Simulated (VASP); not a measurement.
```
CELL_PARAMETERS angstrom
      2.43507    -1.72870     0.00000
      2.43507     1.72870     0.00000
      1.20783     0.00000     2.73114
ATOMIC_POSITIONS crystal
  Hg 0.00000 0.00000 0.00000
```

All values below come from r2SCAN meta-GGA, VASP's PBE PAW potentials (set 64) (plane waves; VASP). Numerical set-up: 400 eV cut-off, 9×9×9 Γ-centred mesh, Gaussian smearing of 0.050 eV, potentials Hg.

Energy and stress use the plane-wave basis of the starting cell.

Q: The ions, cell shape and volume are relaxed. Which structure does the run end with?

A: 
```
CELL_PARAMETERS angstrom
      2.52278    -1.82719    -0.02293
      2.52278     1.82719    -0.02293
      1.22562     0.00000     2.86381
ATOMIC_POSITIONS crystal
  Hg 0.00000 0.00000 0.00000
```
Space group R-3m (166), at a tolerance of 0.03 Å.

Q: How do energy and volume change from the first to the last step?

A: The energy (σ→0) changes by -40.9 meV/atom and the volume by +15.3 %, in 12 ionic steps.

The compound is Hg in the a10 structure. This run relaxes it. Symmetry was kept, so distortions that lower it aren't found.
